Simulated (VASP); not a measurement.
# CoSi2: input slips in a phonon run and what they do, part 2 of 3

Aim: see how common mistakes in a phonon run show up, on CoSi2. The starting structure is a measured crystal structure from the Crystallography Open Database.

VASP 6.6.1.

Results so far: reference T1u 350.4 cm⁻¹; finite displacements, else as the reference T1u 350.4 cm⁻¹.

## Step 4: Modes with a loose electronic threshold

Level of this step: LDA, zero-moment start; plane waves and PAW (Co, Si) (VASP).

A slip made on purpose: a loose electronic threshold. Against step 2 the input has EDIFF = 1E-04, IBRION = 6, NFREE = 2 and POTIM = 0.015 (also changed: NELM and NSW).

File INCAR:

```
SYSTEM = CoSi2
PREC = Accurate
ENCUT = 450
EDIFF = 1E-04
NELM = 60
ISMEAR = 0
SIGMA = 0.05
LREAL = .FALSE.
ALGO = Normal
GGA = CA
NBANDS = 16
ISPIN = 2
MAGMOM = 0 0 0
LASPH = .TRUE.
LMAXMIX = 4
LORBIT = 11
LWAVE = .FALSE.
LCHARG = .FALSE.
KPAR = 8
IBRION = 6
NFREE = 2
POTIM = 0.015
NSW = 1
ISIF = 2
```

File POSCAR:

```
CoSi2
1.0
    0.0000000000      2.6377363099      2.6377363099
    2.6377363099      0.0000000000      2.6377363099
    2.6377363099      2.6377363099      0.0000000000
Co Si
1 2
Direct
    0.0000000000      0.0000000000      0.0000000000
    0.7500000000      0.7500000000      0.7500000000
    0.2500000000      0.2500000000      0.2500000000
```

File KPOINTS:

```
Automatic mesh
0
Gamma
12 12 12
0 0 0
```

PAW data sets: Co and Si (LDA family, release 64).

Command:

```bash
$ mpirun -np 8 vasp_std
```

The log of the run:

```text
[... set-up lines as in an earlier step ...]
 entering main loop
       N       E                     dE             d eps       ncg     rms          rms(c)
[... 10 cycles as in an earlier step ...]
DAV:  11    -0.219308992939E+02    0.20884E-03   -0.85803E-04  5552   0.551E-01    0.353E-02
DAV:  12    -0.219309004155E+02   -0.11216E-05   -0.37544E-05  2688   0.526E-02
   1 F= -.21930900E+02 E0= -.21930298E+02  d E =-.120408E-02  mag=     0.0000
[...]
2 F= -.21929602E+02 E0= -.21928994E+02  d E =-.121596E-02  mag=     0.0000
[...]
3 F= -.21929435E+02 E0= -.21928835E+02  d E =-.120061E-02  mag=     0.0000
[...]
4 F= -.21930027E+02 E0= -.21929432E+02  d E =-.118996E-02  mag=     0.0000
[...]
5 F= -.21929837E+02 E0= -.21929248E+02  d E =-.117720E-02  mag=    -0.0000
 Finite differences progress:
  Degree of freedom:   2/  2
  Displacement:        2/  2
  Total:               4/  4
```

Elapsed: 88 s, on 8 MPI ranks of AMD EPYC 7R43, shared host; peak memory 3.5 GiB.

From OUTCAR (step 4):

```text
  Total        0.2108937      0.1972948      0.1972948      0.0000000     -0.1466569      0.0000000
  in kB        9.2055559      8.6119611      8.6119611      0.0000000     -6.4016077      0.0000000
  external PRESSURE =       8.8098260 kB  Pullay stress =       0.0000000 kB

 POSITION                                       TOTAL-FORCE (eV/Angst)
 -----------------------------------------------------------------------------------
      0.00000      0.00000      0.00000        -0.096454      0.000000      0.000000
      3.94160      3.95660      3.95660         0.142606      0.000000      0.000000
      1.31887      1.31887      1.31887        -0.046152      0.000000      0.000000
 -----------------------------------------------------------------------------------
    total drift:                                0.001183      0.000002      0.000001

  FREE ENERGIE OF THE ION-ELECTRON SYSTEM (eV)
  ---------------------------------------------------
  free  energy   TOTEN  =       -21.9298368180 eV

  energy  without entropy=      -21.9286596191  energy(sigma->0) =      -21.92924822

 magnetization (x)
# of ion       s       p       d       tot
------------------------------------------
    1        0.000   0.000  -0.000  -0.000
    2        0.000  -0.000   0.000   0.000
    3        0.000  -0.000   0.000   0.000
--------------------------------------------------
tot          0.000   0.000  -0.000  -0.000

[... 2 parts as in an earlier step ...]

[... 1 further part left out ...]
[key lines of the parts left out:]
E-fermi :  10.6090
```

With a loose electronic threshold the modes are T1u 354.4, T2g 347.1 cm⁻¹; the largest shift is +4.0 cm⁻¹, in T1u, from finite displacements, else as the reference.

## Step 5: Modes with a k mesh far too coarse

A slip made on purpose: a k mesh far too coarse. Against step 2 the input has a 2×2×2 mesh (also changed: NELM and KPAR).

INCAR, as its differences from that of step 4:

```diff
@@ -3,3 +3,3 @@
 ENCUT = 450
-EDIFF = 1E-04
+EDIFF = 1E-08
 NELM = 60
@@ -18,7 +18,3 @@
 LCHARG = .FALSE.
-KPAR = 8
-IBRION = 6
-NFREE = 2
-POTIM = 0.015
-NSW = 1
+IBRION = 8
 ISIF = 2
```

POSCAR is that of step 4.

File KPOINTS:

```
Automatic mesh
0
Gamma
2 2 2
0 0 0
```

Command:

```bash
$ mpirun -np 8 vasp_std
```

The log of the run:

```text
[banner, memory and clock lines left out]
running    8 mpi-ranks, on    1 nodes
[...]
[... a notice as in an earlier step ...]

 LDA part: xc-table for (Slater(with rela. corr.)+CA(PZ))
 , standard interpolation
 POSCAR, INCAR and KPOINTS ok, starting setup
[...]
entering main loop
       N       E                     dE             d eps       ncg     rms          rms(c)
DAV:   1     0.427935420556E+02    0.42794E+02   -0.61148E+03   200   0.898E+02
DAV:   2    -0.204096444335E+02   -0.63203E+02   -0.54622E+02   192   0.179E+02
DAV:   3    -0.231989112501E+02   -0.27893E+01   -0.26819E+01   280   0.404E+01
DAV:   4    -0.232417023503E+02   -0.42791E-01   -0.42774E-01   216   0.506E+00
[...]
DAV:  17    -0.212732964588E+02    0.82130E-06   -0.23006E-07   304   0.556E-03    0.294E-03
DAV:  18    -0.212732963938E+02    0.65014E-07   -0.31584E-08   192   0.182E-03    0.647E-04
DAV:  19    -0.212732963930E+02    0.72441E-09   -0.23450E-09    96   0.373E-04
[...]
RMM:  10    -0.172380841105E+00    0.77388E-07   -0.18548E-10   432   0.708E-05    0.257E-05
RMM:  11    -0.172380855171E+00   -0.14065E-07   -0.75220E-11   472   0.217E-05    0.437E-05
RMM:  12    -0.172380854938E+00    0.23270E-09   -0.87667E-11   417   0.169E-05    0.992E-06
 first order change of Fermi-energy   0.38565E-06
 force on displaced ion       1 direction 1 : -17.215   0.000   0.000
 Linear response progress:
  Degree of freedom:   2/  2
       N       E                     dE             d eps       ncg     rms          rms(c)
RMM:   1    -0.175964318960E-01   -0.17596E-01    0.52924E-02   724   0.116E+00
RMM:   2    -0.176839764905E-01   -0.87545E-04    0.16591E-03   483   0.485E-01    0.681E-01
RMM:   3    -0.320350662478E-01   -0.14351E-01   -0.16363E-02   578   0.711E-01    0.336E-01
RMM:   4    -0.246068867409E-01    0.74282E-02   -0.13693E-03   467   0.242E-01    0.455E-02
[...]
RMM:  16    -0.252732591991E-01    0.17770E-06   -0.12787E-08   560   0.692E-05    0.724E-06
RMM:  17    -0.252732197194E-01    0.39480E-07   -0.22516E-08   598   0.190E-05    0.451E-06
RMM:  18    -0.252732231272E-01   -0.34079E-08   -0.77580E-09   589   0.640E-06    0.199E-06
 first order change of Fermi-energy  -0.12949E-07
 force on displaced ion       2 direction 1 :  16.989  -0.000  -0.000
 Linear response finished
```

Wall time 24 s (8 MPI ranks); peak memory 0.71 GiB.

OUTCAR, selected parts (step 5):

```text
  Total       -0.8765742     -0.8765742     -0.8765742      0.0000000     -0.0000000      0.0000000
  in kB      -38.2626575    -38.2626575    -38.2626575      0.0000000     -0.0000000      0.0000000
  external PRESSURE =     -38.2626575 kB  Pullay stress =       0.0000000 kB

 POSITION                                       TOTAL-FORCE (eV/Angst)
 -----------------------------------------------------------------------------------
      0.00000      0.00000      0.00000         0.000000      0.000000      0.000000
      3.95660      3.95660      3.95660        -0.000000     -0.000000     -0.000000
      1.31887      1.31887      1.31887         0.000000      0.000000     -0.000000
 -----------------------------------------------------------------------------------
    total drift:                               -0.000000     -0.000000      0.000000

 magnetization (x)
# of ion       s       p       d       tot
------------------------------------------
    1        0.000   0.000  -0.000   0.000
    2        0.000   0.000   0.000   0.000
    3        0.000   0.000   0.000   0.000
--------------------------------------------------
tot          0.000   0.000  -0.000   0.000

[... 1 part as in an earlier step ...]

[... 1 further part left out ...]
```

With a k mesh far too coarse the modes are T1u 403.3, T2g -642.1 cm⁻¹; T2g, real with the reference, turns imaginary. Imaginary, given as negative numbers: T2g.

## Step 6: Modes with one-sided displacements

A slip made on purpose: one-sided displacements. Against step 2 the input has IBRION = 6, NFREE = 1 and POTIM = 0.015 (also changed: NELM and NSW).

INCAR, as its differences from that of step 5:

```diff
@@ -18,3 +18,7 @@
 LCHARG = .FALSE.
-IBRION = 8
+KPAR = 8
+IBRION = 6
+NFREE = 1
+POTIM = 0.015
+NSW = 1
 ISIF = 2
```

POSCAR is that of step 5.

File KPOINTS:

```
Automatic mesh
0
Gamma
12 12 12
0 0 0
```

Command:

```bash
$ mpirun -np 8 vasp_std
```

The log of the run:

```text
[... set-up lines as in an earlier step ...]
 entering main loop
       N       E                     dE             d eps       ncg     rms          rms(c)
[... 16 cycles as in an earlier step ...]
   1 F= -.21930900E+02 E0= -.21930297E+02  d E =-.120577E-02  mag=     0.0000
 Found     2 degrees of freedom:
 Finite differences POTIM= 0.01500 DOF=   2
[...]
N       E                     dE             d eps       ncg     rms          rms(c)
[... 7 cycles as in an earlier step ...]
   2 F= -.21929437E+02 E0= -.21928837E+02  d E =-.120145E-02  mag=     0.0000
 Finite differences progress:
  Degree of freedom:   1/  2
  Displacement:        1/  1
  Total:               1/  2
[...]
N       E                     dE             d eps       ncg     rms          rms(c)
DAV:   1    -0.219294073177E+02    0.30164E-04   -0.91277E-01 17920   0.576E+00    0.178E-01
DAV:   2    -0.219301125249E+02   -0.70521E-03   -0.13078E-02 24824   0.105E+00    0.113E-01
DAV:   3    -0.219300932100E+02    0.19315E-04   -0.11918E-03 22936   0.659E-01    0.134E-01
DAV:   4    -0.219298328193E+02    0.26039E-03   -0.55530E-04 23736   0.457E-01    0.156E-02
DAV:   5    -0.219298330736E+02   -0.25427E-06   -0.47296E-05 25976   0.524E-02    0.104E-02
DAV:   6    -0.219298326074E+02    0.46618E-06   -0.19420E-06 28448   0.166E-02    0.480E-03
DAV:   7    -0.219298325224E+02    0.84992E-07   -0.50655E-07 26184   0.113E-02    0.742E-04
DAV:   8    -0.219298325252E+02   -0.27990E-08   -0.30275E-08 18608   0.206E-03
   3 F= -.21929833E+02 E0= -.21929243E+02  d E =-.117897E-02  mag=    -0.0000
 Finite differences progress:
  Degree of freedom:   2/  2
  Displacement:        1/  1
  Total:               2/  2
```

Wall time 2 min (8 MPI ranks); peak memory 2.8 GiB.

OUTCAR, selected parts (step 6):

```text
  Total        0.0145093      0.0013099      0.0013099      0.0000000      0.1457144      0.0000000
  in kB        0.6333338      0.0571796      0.0571796      0.0000000      6.3604669      0.0000000
  external PRESSURE =       0.2492310 kB  Pullay stress =       0.0000000 kB

 POSITION                                       TOTAL-FORCE (eV/Angst)
 -----------------------------------------------------------------------------------
      0.00000      0.00000      0.00000         0.097348      0.000000      0.000000
      3.97160      3.95660      3.95660        -0.142431      0.000000      0.000000
      1.31887      1.31887      1.31887         0.045083     -0.000000     -0.000000
 -----------------------------------------------------------------------------------
    total drift:                               -0.000024     -0.000000     -0.000000

  FREE ENERGIE OF THE ION-ELECTRON SYSTEM (eV)
  ---------------------------------------------------
  free  energy   TOTEN  =       -21.9298325252 eV

  energy  without entropy=      -21.9286535539  energy(sigma->0) =      -21.92924304

[... 3 parts as in an earlier step ...]

[... 1 further part left out ...]
[key lines of the parts left out:]
E-fermi :  10.6110
```

With one-sided displacements the modes are T1u 350.4, T2g 347.9 cm⁻¹, as with finite displacements, else as the reference.

## Step 7: Modes with low precision and real-space projectors

A slip made on purpose: low precision and real-space projectors. Against step 2 the input has PREC = Low, LREAL = Auto, IBRION = 6, NFREE = 2 and POTIM = 0.015 (also changed: NELM and NSW).

INCAR, as its differences from that of step 6:

```diff
@@ -1,3 +1,3 @@
 SYSTEM = CoSi2
-PREC = Accurate
+PREC = Low
 ENCUT = 450
@@ -7,3 +7,3 @@
 SIGMA = 0.05
-LREAL = .FALSE.
+LREAL = Auto
 ALGO = Normal
@@ -20,3 +20,3 @@
 IBRION = 6
-NFREE = 1
+NFREE = 2
 POTIM = 0.015
```

POSCAR is that of step 6.

KPOINTS is that of step 6.

Command:

```bash
$ mpirun -np 8 vasp_std
```

The log of the run:

```text
[banner, memory and clock lines left out]
running    8 mpi-ranks, on    1 nodes
[...]
[... a notice as in an earlier step ...]

|                                                                             |
|               ----> ADVICE to this user running VASP <----                  |
|                                                                             |
|     You have a (more or less) 'small supercell' and for smaller cells       |
|     it is recommended to use the reciprocal-space projection scheme!        |
|     The real-space optimization is not efficient for small cells and it     |
|     is also less accurate ...                                               |
|     Therefore, set LREAL=.FALSE. in the INCAR file.                         |
|                                                                             |

 LDA part: xc-table for (Slater(with rela. corr.)+CA(PZ))
 , standard interpolation
 POSCAR, INCAR and KPOINTS ok, starting setup
[...]
entering main loop
       N       E                     dE             d eps       ncg     rms          rms(c)
DAV:   1     0.534457431962E+02    0.53446E+02   -0.61950E+03  4656   0.918E+02
DAV:   2    -0.204562439433E+02   -0.73902E+02   -0.65910E+02  5136   0.192E+02
DAV:   3    -0.233461734297E+02   -0.28899E+01   -0.28470E+01  6008   0.425E+01
DAV:   4    -0.233977961916E+02   -0.51623E-01   -0.51602E-01  5488   0.557E+00
[...]
DAV:  14    -0.219701036385E+02   -0.42206E-07   -0.28586E-07  5440   0.386E-03    0.444E-03
DAV:  15    -0.219701035800E+02    0.58578E-07   -0.88097E-08  6384   0.560E-03    0.616E-04
DAV:  16    -0.219701035806E+02   -0.60754E-09   -0.12014E-08  2728   0.150E-03
   1 F= -.21970104E+02 E0= -.21969498E+02  d E =-.121200E-02  mag=    -0.0000
[... from here on, the cycles between the ionic steps are left out ...]
   2 F= -.21968709E+02 E0= -.21968105E+02  d E =-.120782E-02  mag=    -0.0000
   3 F= -.21968709E+02 E0= -.21968105E+02  d E =-.120778E-02  mag=    -0.0000
   4 F= -.21965058E+02 E0= -.21964466E+02  d E =-.118382E-02  mag=     0.0000
   5 F= -.21965057E+02 E0= -.21964465E+02  d E =-.118397E-02  mag=    -0.0000
 Finite differences progress:
  Degree of freedom:   2/  2
  Displacement:        2/  2
  Total:               4/  4
```

It took 2.3 min on 8 MPI ranks; peak memory 2.7 GiB.

OUTCAR, selected parts (step 7):

```text
  Total        1.1556116      1.1424650      1.1424650      0.0000000     -0.1601883      0.0000000
  in kB       50.4427028     49.8688491     49.8688491      0.0000000     -6.9922538      0.0000000
  external PRESSURE =      50.0601337 kB  Pullay stress =       0.0000000 kB

 POSITION                                       TOTAL-FORCE (eV/Angst)
 -----------------------------------------------------------------------------------
      0.00000      0.00000      0.00000        -0.088615      0.000000      0.000000
      3.94160      3.95660      3.95660         0.125347     -0.000000     -0.000000
      1.31887      1.31887      1.31887        -0.036732     -0.000000     -0.000000
 -----------------------------------------------------------------------------------
    total drift:                               -0.028474      0.000071      0.000051

  FREE ENERGIE OF THE ION-ELECTRON SYSTEM (eV)
  ---------------------------------------------------
  free  energy   TOTEN  =       -21.9650567145 eV

  energy  without entropy=      -21.9638727398  energy(sigma->0) =      -21.96446473

 magnetization (x)
# of ion       s       p       d       tot
------------------------------------------
    1       -0.000  -0.000  -0.000  -0.000
    2        0.000   0.000   0.000   0.000
    3        0.000   0.000   0.000   0.000
--------------------------------------------------
tot          0.000   0.000  -0.000  -0.000

[... 2 parts as in an earlier step ...]

[... 1 further part left out ...]
[key lines of the parts left out:]
E-fermi :  10.6056
```

With low precision and real-space projectors the modes are T1u 343.0, T2g 323.4 cm⁻¹; the largest shift is -24.5 cm⁻¹, in T2g, from finite displacements, else as the reference.

(Part 2 of 3 ends here.)

[Lines on the potential files, build, host, timing and source positions are cut from VASP's logs without a mark.]

[Logs are printed without paths, hosts, clocks, repeated set-up lines and the standing remarks that a program may print on its own settings, such as how far it seeks lower states.]

[Hosts, paths, dates, database ids (printed as entryN), source tags and the programs' standing remarks are cut or masked in the printed files.]
